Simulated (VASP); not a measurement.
Method: PBE GGA, VASP's PBE PAW potentials (set 64) (plane waves; VASP).

A VASP calculation is set up with these files.

### INCAR
```
# general
SYSTEM = C
PREC   = Accurate
ENCUT  = 520
LREAL  = .False.   # projection in real space or not
LASPH  = .True.   # aspherical one-centre terms
ICHARG = 11

# electronic loop
EDIFF  = 1E-7   # SCF stop (eV)
NELM   = 100
ALGO   = Normal   # blocked Davidson

# smearing
ISMEAR = 0
SIGMA  = 0.05   # width (eV)

# functional
GGA    = PE   # PBE

# output
LWAVE  = .False.
LCHARG = .False.
LORBIT = 11
```

### POSCAR
```
C
1
   -0.0000000000     1.7867216391     1.7867216391
    1.7867216391     0.0000000000     1.7867216391
    1.7867216391     1.7867216391     0.0000000000
C
2
Direct
  0.0000000000   0.0000000000   0.0000000000
  0.2500000000   0.2500000000   0.2500000000
```

**KPOINTS**
```
k-points along high-symmetry lines
15
Line-mode
Reciprocal
  0.000000   0.000000   0.000000 ! GAMMA
  0.500000   0.000000   0.500000 ! X

  0.500000   0.000000   0.500000 ! X
  0.625000   0.250000   0.625000 ! U

  0.375000   0.375000   0.750000 ! K
  0.000000   0.000000   0.000000 ! GAMMA

  0.000000   0.000000   0.000000 ! GAMMA
  0.500000   0.500000   0.500000 ! L

  0.500000   0.500000   0.500000 ! L
  0.500000   0.250000   0.750000 ! W

  0.500000   0.250000   0.750000 ! W
  0.500000   0.000000   0.500000 ! X
```

POTCAR, in this order: C (PBE.64 set). Program: vasp_std. Read from the step before: CHGCAR.

The resulting files:

File OSZICAR:
```
       N       E                     dE             d eps       ncg     rms          rms(c)
DAV:   1     0.378865459361E+01    0.37887E+01   -0.50525E+03  1488   0.984E+02
DAV:   2    -0.154707126485E+02   -0.19259E+02   -0.17207E+02  2304   0.107E+02
DAV:   3    -0.155835019537E+02   -0.11279E+00   -0.11279E+00  1560   0.112E+01
DAV:   4    -0.155836449690E+02   -0.14302E-03   -0.14302E-03  2080   0.407E-01
DAV:   5    -0.155836450473E+02   -0.78323E-07   -0.78323E-07  1536   0.577E-03
DAV:   6    -0.155836450475E+02   -0.20486E-09   -0.20486E-09  2040   0.232E-04
   1 F= -.15583645E+02 E0= -.15583645E+02  d E =-.104668E-21
```

OUTCAR:
```
 val. band max:        9.6485825439   @ k =   0.0000   0.0000   0.0000

 cond. band min:      13.7655936269   @ k =   0.3571   0.0000   0.3571



 k-point     1 :       0.0000    0.0000    0.0000
  band No.  band energies     occupation
      1     -11.7530      2.00000
      2       9.6486      2.00000
      3       9.6486      2.00000
      4       9.6486      2.00000
      5      15.2231      0.00000
      6      15.2231      0.00000
      7      15.2231      0.00000
      8      22.8518      0.00000

 k-point     2 :       0.0357    0.0000    0.0357
  band No.  band energies     occupation
      1     -11.7061      2.00000
      2       9.4542      2.00000
      3       9.4543      2.00000
      4       9.5321      2.00000
      5      15.1853      0.00000
      6      15.4579      0.00000
      7      15.4579      0.00000
      8      22.8901      0.00000

 k-point     3 :       0.0714    0.0000    0.0714
  band No.  band energies     occupation
      1     -11.5653      2.00000
      2       8.9531      2.00000
      3       8.9531      2.00000
      4       9.1925      2.00000
      5      15.0770      0.00000
      6      16.0798      0.00000
      7      16.0798      0.00000
      8      22.9653      0.00000

 k-point     4 :       0.1071    0.0000    0.1071
  band No.  band energies     occupation
      1     -11.3310      2.00000
      2       8.2908      2.00000
      3       8.2908      2.00000
      4       8.6559      2.00000
      5      14.9118      0.00000
      6      16.9413      0.00000
      7      16.9413      0.00000
      8      22.9557      0.00000

 k-point     5 :       0.1429    0.0000    0.1429
  band No.  band energies     occupation
      1     -11.0039      2.00000
      2       7.5722      2.00000
      3       7.5722      2.00000
      4       7.9544      2.00000
      5      14.7088      0.00000
      6      17.9342      0.00000
      7      17.9342      0.00000
      8      22.6754      0.00000
...
```

The density is held fixed in this step, so its total energy and stress have no physical meaning.

The compound is C in the diamond structure. It was relaxed first.
